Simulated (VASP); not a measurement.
Here is the system:

```
CELL_PARAMETERS angstrom
      1.65765    -5.56974     0.00000
      1.65765     5.56974     0.00000
      0.00000     0.00000     4.54565
ATOMIC_POSITIONS crystal
  P  0.09503 0.90497 0.91373
  P  0.40497 0.59503 0.41373
  P  0.59503 0.40497 0.58627
  P  0.90497 0.09503 0.08627
```

The numbers are results of PBE GGA, VASP's PBE PAW potentials (set 64) (plane waves; VASP 6.6.1), not measurements. Settings: 400 eV cut-off, 16×16×11 Γ-centred mesh, Gaussian smearing of 0.010 eV, potentials P.

Without a dispersion term in the relaxation, distances and binding between the weakly bound layers, chains or molecules are unreliable, and so is what depends on them.

Estimate the energy per atom (σ→0), band gap (on the k-mesh) with the smallest direct gap where there is one.

```json
{
  "band gap (on the k-mesh)": "0.13 eV",
  "smallest direct gap (on the k-mesh)": "0.13 eV",
  "energy per atom (σ→0)": "-5.377 eV/atom"
}
```

The absolute energy has meaning only against runs of the same code, potentials and settings.

The compound is P in the black structure. It was relaxed first, which changed the volume by +10 %.
